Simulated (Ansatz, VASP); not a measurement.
# Cross-check of Mo16F between VASP and Ansatz, part 2 of 3

Wanted: the spread between two codes on one cell, functional and k mesh. Of the first pair: The structure shown is the start of the Ansatz relaxation below; VASP solves that cell, so the two are compared at the walk's first step.

VASP 6.6.1 and Ansatz 0.2.0.

So far: The structure; Ansatz: relaxation, PBE.

## Step 3: VASP: single point, PBE, start cell, pair 1

Level of this step: PBE, no spin polarisation; plane waves and PAW (Mo_sv, F) (VASP).

The same cell, functional, mesh and smearing now go to VASP, with its own data sets.

Lines of VASP's logs that name or quote its potential files are left out, and so is its time.

INCAR

```
SYSTEM = Mo16F
PREC = Accurate
ENCUT = 520
EDIFF = 1E-06
NELM = 120
ISMEAR = 1
SIGMA = 0.15
LREAL = .FALSE.
ALGO = Normal
GGA = PE
NBANDS = 143
LASPH = .TRUE.
LORBIT = 11
LWAVE = .FALSE.
LCHARG = .FALSE.
ISIF = 2
LDIPOL = .TRUE.
IDIPOL = 3
DIPOL = 0.5 0.5 0.486
LVHAR = .TRUE.
GGA_COMPAT = .FALSE.
NELMDL = -8
KPAR = 4
```

POSCAR

```
Mo16F
1.0
    6.3215098853      0.0000000000      0.0000000000
    3.1607549426      4.4699776489      0.0000000000
    0.0000000000      0.0000000000     22.8810951229
Mo F
16 1
Direct
    0.7499999104      0.5000000393      0.3278600067
    0.2499999013      0.5000000393      0.3278600067
    0.7499999255      0.0000000000      0.3278600067
    0.2499999255      0.0000000000      0.3278600067
    0.9999999209      0.0000000000      0.4255379801
    0.4999999300      0.0000000000      0.4255379801
    0.9999999058      0.5000000393      0.4255379801
    0.4999999058      0.5000000393      0.4255379801
    0.7499999104      0.5000000393      0.5232170023
    0.2499999013      0.5000000393      0.5232170023
    0.7499999255      0.0000000000      0.5232170023
    0.2499999255      0.0000000000      0.5232170023
    0.9999999209      0.0000000000      0.6208950194
    0.4999999300      0.0000000000      0.6208950194
    0.9999999058      0.5000000393      0.6208950194
    0.4999999058      0.5000000393      0.6208950194
    0.1874999485      0.1249999539      0.6721399879
```

KPOINTS

```
Automatic mesh
0
Gamma
6 6 1
0 0 0
```

The projector-augmented-wave data sets are Mo_sv and F (PBE family, release 64).

Started as:

```bash
> mpirun -np 4 vasp_std
```

Numbers of over 12 decimals in the logs are rounded to 6 here.

What it wrote:

```text
[banner, memory and clock lines left out]
running    4 mpi-ranks, on    1 nodes
 distrk:  each k-point on    1 cores,    4 groups
 distr:  one band on    1 cores,    1 groups

 POSCAR found type information on POSCAR MoF
 POSCAR found :  2 types and      17 ions
|                                                                             |
|               ----> ADVICE to this user running VASP <----                  |
|                                                                             |
|     You have a (more or less) 'large supercell' and for larger cells it     |
|     might be more efficient to use real-space projection operators.         |
|     Therefore, try LREAL= Auto in the INCAR file.                           |
|     Mind: For very accurate calculation, you might also keep the            |
|     reciprocal projection scheme (i.e. LREAL=.FALSE.).                      |
|                                                                             |

 LDA part: xc-table for (Slater+PW92), standard interpolation
 POSCAR, INCAR and KPOINTS ok, starting setup
 FFT: planning ... GRIDC
 FFT: planning ... GRID_SOFT
 FFT: planning ... GRID
 WAVECAR not read
 entering main loop
       N       E                     dE             d eps       ncg     rms          rms(c)
DAV:   1     0.265145883576E+04    0.26515E+04   -0.14622E+05  4582   0.150E+03
DAV:   2    -0.763607897328E+02   -0.27278E+04   -0.26540E+04  4202   0.464E+02
DAV:   3    -0.179454963865E+03   -0.10309E+03   -0.98814E+02  4903   0.805E+01
DAV:   4    -0.183273859073E+03   -0.38189E+01   -0.37147E+01  4868   0.117E+01
DAV:   5    -0.183430334051E+03   -0.15647E+00   -0.15492E+00  4964   0.190E+00
DAV:   6    -0.183437417903E+03   -0.70839E-02   -0.70405E-02  4892   0.345E-01
DAV:   7    -0.183437967407E+03   -0.54950E-03   -0.54769E-03  4604   0.741E-02
DAV:   8    -0.183438016295E+03   -0.48889E-04   -0.48774E-04  4276   0.170E-02    0.529E+01
DAV:   9    -0.180798129694E+03    0.26399E+01   -0.67546E+01  4820   0.283E+01    0.249E+01
DAV:  10    -0.386998501504E+03   -0.20620E+03   -0.10748E+03  5261   0.650E+01    0.793E+01
DAV:  11    -0.204316546448E+03    0.18268E+03   -0.72849E+02  5212   0.423E+01    0.468E+01
DAV:  12    -0.172189109006E+03    0.32127E+02   -0.17036E+02  5172   0.250E+01    0.146E+01
DAV:  13    -0.171111756696E+03    0.10774E+01   -0.45352E+01  4916   0.142E+01    0.914E+00
DAV:  14    -0.170507588235E+03    0.60417E+00   -0.89069E+00  4924   0.723E+00    0.775E+00
[...]
DAV:  33    -0.169922362723E+03   -0.24158E-04   -0.23406E-06  2964   0.457E-03    0.458E-03
DAV:  34    -0.169922384344E+03   -0.21621E-04   -0.81733E-07  2765   0.280E-03    0.454E-03
DAV:  35    -0.169922416289E+03   -0.31945E-04   -0.88117E-07  2748   0.181E-03    0.386E-03
DAV:  36    -0.169922428162E+03   -0.11872E-04   -0.48892E-07  2685   0.223E-03    0.248E-03
DAV:  37    -0.169922431368E+03   -0.32064E-05   -0.16884E-07  2236   0.146E-03    0.173E-03
DAV:  38    -0.169922436082E+03   -0.47136E-05   -0.29876E-07  2516   0.161E-03    0.833E-04
DAV:  39    -0.169922437187E+03   -0.11050E-05   -0.79689E-08  2228   0.772E-04    0.454E-04
DAV:  40    -0.169922437458E+03   -0.27083E-06   -0.30839E-08  2172   0.357E-04
   1 F= -.16992244E+03 E0= -.16992377E+03  d E =0.400608E-02
```

Parts of OUTCAR (step 3):

```text
ion  position               nearest neighbor table
   1  0.750  0.500  0.328-   7 2.74   8 2.74   3 2.74   4 2.74   4 2.74   3 2.74   6 3.16   5 3.16
                             2 3.16   2 3.16
   2  0.250  0.500  0.328-   7 2.74   8 2.74   3 2.74   4 2.74   4 2.74   3 2.74   5 3.16   6 3.16
                             1 3.16   1 3.16
   3  0.750  0.000  0.328-   5 2.74   6 2.74   1 2.74   2 2.74   1 2.74   2 2.74   7 3.16   8 3.16
                             4 3.16   4 3.16
   4  0.250  0.000  0.328-   6 2.74   5 2.74   2 2.74   1 2.74   2 2.74   1 2.74   8 3.16   7 3.16
                             3 3.16   3 3.16
   5  1.000  0.000  0.426-   3 2.74   4 2.74   7 2.74   8 2.74   8 2.74   7 2.74  11 2.74  12 2.74
                             2 3.16   1 3.16   6 3.16   6 3.16  10 3.16   9 3.16
   6  0.500  0.000  0.426-   3 2.74   4 2.74   7 2.74   8 2.74   8 2.74   7 2.74  11 2.74  12 2.74
                             1 3.16   2 3.16   5 3.16   5 3.16   9 3.16  10 3.16
   7  1.000  0.500  0.426-   1 2.74   2 2.74   5 2.74   6 2.74   5 2.74   6 2.74   9 2.74  10 2.74
                             3 3.16   4 3.16   8 3.16   8 3.16  11 3.16  12 3.16
   8  0.500  0.500  0.426-   2 2.74   1 2.74   6 2.74   5 2.74   6 2.74   5 2.74  10 2.74   9 2.74
                             4 3.16   3 3.16   7 3.16   7 3.16  12 3.16  11 3.16
   9  0.750  0.500  0.523-  15 2.74  16 2.74  11 2.74  12 2.74  12 2.74  11 2.74   7 2.74   8 2.74
                            14 3.16  13 3.16  10 3.16  10 3.16   6 3.16   5 3.16
  10  0.250  0.500  0.523-  15 2.74  16 2.74  11 2.74  12 2.74  12 2.74  11 2.74   7 2.74   8 2.74
                            13 3.16  14 3.16   9 3.16   9 3.16   5 3.16   6 3.16
  11  0.750  0.000  0.523-  13 2.74  14 2.74   9 2.74  10 2.74   9 2.74  10 2.74   5 2.74   6 2.74
                            15 3.16  16 3.16  12 3.16  12 3.16   7 3.16   8 3.16
  12  0.250  0.000  0.523-  14 2.74  13 2.74  10 2.74   9 2.74  10 2.74   9 2.74   6 2.74   5 2.74
                            16 3.16  15 3.16  11 3.16  11 3.16   8 3.16   7 3.16
  13  1.000  0.000  0.621-  17 2.05  11 2.74  12 2.74  15 2.74  16 2.74  16 2.74  15 2.74  10 3.16
                             9 3.16  14 3.16  14 3.16
  14  0.500  0.000  0.621-  17 2.05  11 2.74  12 2.74  15 2.74  16 2.74  16 2.74  15 2.74   9 3.16
                            10 3.16  13 3.16  13 3.16
  15  1.000  0.500  0.621-  17 2.05   9 2.74  10 2.74  13 2.74  14 2.74  13 2.74  14 2.74  11 3.16
                            12 3.16  16 3.16  16 3.16
  16  0.500  0.500  0.621-  10 2.74   9 2.74  14 2.74  13 2.74  14 2.74  13 2.74  12 3.16  11 3.16
                            15 3.16  15 3.16
  17  0.187  0.125  0.672-  15 2.05  13 2.05  14 2.05

  LATTYP: Found a base centered orthorhombic cell.
 ALAT       =     6.3215098853
 B/A-ratio  =     1.4142120253
 C/A-ratio  =     3.6195617088

 Subroutine GETGRP returns: Found  2 space group operations
 (whereof  1 operations were pure point group operations)

The static configuration has the point symmetry C_1 .
 The point group associated with its full space group is C_1h.

 Found     13 irreducible k-points:

   k-points           NKPTS =     13   k-points in BZ     NKDIM =     13   number of bands    NBANDS=    143

   dimension x,y,z NGX =    48 NGY =   42 NGZ =  180
   dimension x,y,z NGXF=    96 NGYF=   84 NGZF=  360

   ENCUT  =  520.0 eV  38.22 Ry    6.18 a.u.  11.75 10.18 42.54*2*pi/ulx,y,z

   NELECT =     231.0000    total number of electrons

 k-points in reciprocal lattice and weights: Automatic mesh
   0.00000000  0.00000000  0.00000000       0.028
   0.16666667  0.00000000  0.00000000       0.111
   0.33333333  0.00000000  0.00000000       0.111
   0.50000000  0.00000000  0.00000000       0.056
   0.00000000  0.16666667  0.00000000       0.056
   0.33333333  0.16666667  0.00000000       0.056
   0.50000000  0.16666667  0.00000000       0.111
  -0.33333333  0.16666667  0.00000000       0.111
  -0.16666667  0.16666667  0.00000000       0.111
   0.00000000  0.33333333  0.00000000       0.056
  -0.33333333  0.33333333  0.00000000       0.056
  -0.16666667  0.33333333  0.00000000       0.111
   0.00000000  0.50000000  0.00000000       0.028

 dipolmoment           0.000000      0.000000     -0.067029 electrons x Angstroem

 average (electrostatic) potential at core
       1 -79.3594       2 -79.3594       3 -79.3692       4 -79.3503       5 -79.5744
       6 -79.5744       7 -79.5629       8 -79.5585       9 -79.5792      10 -79.5792
      11 -79.5558      12 -79.6044      13 -79.6909      14 -79.6909      15 -79.5876
      16 -79.3898      17 -80.8554

 E-fermi :   2.3645

 k-point     1 :       0.0000    0.0000    0.0000
  band No.  band energies     occupation
    ...
    105       1.3800      2.00000
    106       1.3936      2.00000
    107       1.4481      2.00000
    108       1.5340      2.00000
    109       1.6325      2.00000
    110       2.5056     -0.03561
    111       2.7040     -0.00624
    112       2.7587     -0.00128
    113       2.9032     -0.00000
    114       3.0571     -0.00000
    ...

 k-point     2 :       0.1667    0.0000    0.0000
  band No.  band energies     occupation
    ...
    107       1.2161      2.00000
    108       1.3786      2.00000
    109       1.5895      2.00000
    110       2.1998      2.06505
    111       2.3356      1.31899
    112       2.5521     -0.07072
    113       2.7220     -0.00384
    114       2.7872     -0.00050
    115       2.9420     -0.00000
    116       2.9703     -0.00000
    ...

 k-point     3 :       0.3333    0.0000    0.0000
  band No.  band energies     occupation
    ...
    112       1.8757      2.00004
    113       1.9855      2.00206
    114       2.0116      2.00436
    115       2.3130      1.54483
    116       2.3976      0.63647
    117       2.6652     -0.01575
    118       2.8000     -0.00032
    119       2.8849     -0.00001
    120       3.0324     -0.00000
    121       3.1994     -0.00000
    ...

  Total      -12.4199000    -11.5775155     -5.5323949      0.0000000     -0.9343078      0.0000000
  in kB      -30.7769588    -28.6894995    -13.7094735      0.0000000     -2.3152482      0.0000000
  external PRESSURE =     -24.3919773 kB  Pullay stress =       0.0000000 kB

  energy-cutoff  :      520.00
  volume of cell :      646.55
      direct lattice vectors                 reciprocal lattice vectors
     6.321509885  0.000000000  0.000000000     0.158190056 -0.111857383  0.000000000
     3.160754943  4.469977649  0.000000000     0.000000000  0.223714765  0.000000000
     0.000000000  0.000000000 22.881095123     0.000000000  0.000000000  0.043704202

 POSITION                                       TOTAL-FORCE (eV/Angst)
 -----------------------------------------------------------------------------------
      6.32151      2.23499      7.50180        -0.016887     -0.006250      0.652349
      3.16075      2.23499      7.50180         0.016887     -0.006250      0.652349
      4.74113      0.00000      7.50180         0.000000     -0.006512      0.607639
      1.58038      0.00000      7.50180        -0.000000      0.041945      0.596832
      6.32151      0.00000      9.73678        -0.036487      0.027832     -0.579202
      3.16075      0.00000      9.73678         0.036487      0.027832     -0.579202
      7.90189      2.23499      9.73678         0.000000     -0.066208     -0.648414
      4.74113      2.23499      9.73678        -0.000000      0.082123     -0.780105
      6.32151      2.23499     11.97178         0.080871      0.094870      0.710593
      3.16075      2.23499     11.97178        -0.080871      0.094870      0.710593
      4.74113      0.00000     11.97178         0.000000     -0.000364      0.125135
      1.58038      0.00000     11.97178        -0.000000      0.113839      0.373080
      6.32151      0.00000     14.20676        -2.010100     -0.940227     -1.374922
      3.16075      0.00000     14.20676         2.010100     -0.940227     -1.374922
      7.90189      2.23499     14.20676        -0.000000      2.190811     -1.609378
      4.74113      2.23499     14.20676         0.000000     -0.893180     -1.030239
      1.58038      0.55875     15.37930        -0.000000      0.185095      3.547814
 -----------------------------------------------------------------------------------
    total drift:                               -0.000007      0.000030     -0.000557

  FREE ENERGIE OF THE ION-ELECTRON SYSTEM (eV)
  ---------------------------------------------------
  free  energy   TOTEN  =      -169.9224374575 eV

  energy  without entropy=     -169.9264435332  energy(sigma->0) =     -169.92377282

 vacuum level on the upper side and lower side of the slab         6.626         7.055

 total charge
# of ion       s       p       d       tot
------------------------------------------
    1        2.370   6.127   3.862  12.359
    2        2.370   6.127   3.862  12.359
    3        2.370   6.128   3.860  12.357
    4        2.370   6.127   3.864  12.361
    5        2.375   6.199   3.892  12.466
    6        2.375   6.199   3.892  12.466
    7        2.375   6.198   3.895  12.468
    8        2.375   6.198   3.895  12.469
    9        2.374   6.198   3.893  12.465
   10        2.374   6.198   3.893  12.465
   11        2.378   6.201   3.894  12.472
   12        2.376   6.200   3.894  12.470
   13        2.351   6.152   3.902  12.405
   14        2.351   6.152   3.902  12.405
   15        2.351   6.150   3.912  12.413
   16        2.368   6.123   3.897  12.388
   17        1.747   4.374   0.000   6.121
--------------------------------------------------
tot         39.649 103.054  62.208 204.911

[... 3 further parts left out ...]
```

This run has no spin polarisation, so a moment on Mo, if there is one, isn't seen. Its electron count is odd, so without a moment it is a metal by construction.

## Step 4: Comparison

Known differences besides the potentials themselves: Ansatz cuts the interaction across the vacuum, VASP repeats the sheet with a dipole correction (LDIPOL); the cutoff is 420 eV in Ansatz and 520 eV in VASP. Total energies have different zeros and are not compared.

Forces on 7 of the 17 atoms, those with the largest forces and the largest differences (eV/Å; atoms numbered as in POSCAR):

| atom | Ansatz x, y, z | VASP x, y, z |
| --- | --- | --- |
| Mo8 | 0.000, 0.083, -0.776 | 0.000, 0.082, -0.780 |
| Mo9 | 0.080, 0.094, 0.707 | 0.081, 0.095, 0.711 |
| Mo13 | -1.949, -0.914, -1.360 | -2.010, -0.940, -1.375 |
| Mo14 | 1.949, -0.914, -1.360 | 2.010, -0.940, -1.375 |
| Mo15 | 0.000, 2.115, -1.589 | 0.000, 2.191, -1.609 |
| Mo16 | 0.000, -0.892, -1.049 | 0.000, -0.893, -1.030 |
| F17 | 0.000, 0.207, 3.440 | 0.000, 0.185, 3.548 |

The forces differ by 24 meV/Å r.m.s., which is 2.7 % of the r.m.s. force of 0.886 eV/Å (both taken over all components). Where the cell holds vacuum, a pressure given here is an average over it and none of the material.

(Continued in part 3 of 3.)

[Lines on the potential files, build, host, timing and source positions are cut from VASP's logs without a mark.]

[Logs are printed without paths, hosts, clocks, repeated set-up lines and the standing remarks that a program may print on its own settings, such as how far it seeks lower states.]

[Hosts, paths, dates, database ids (printed as entryN), source tags and the programs' standing remarks are cut or masked in the printed files.]
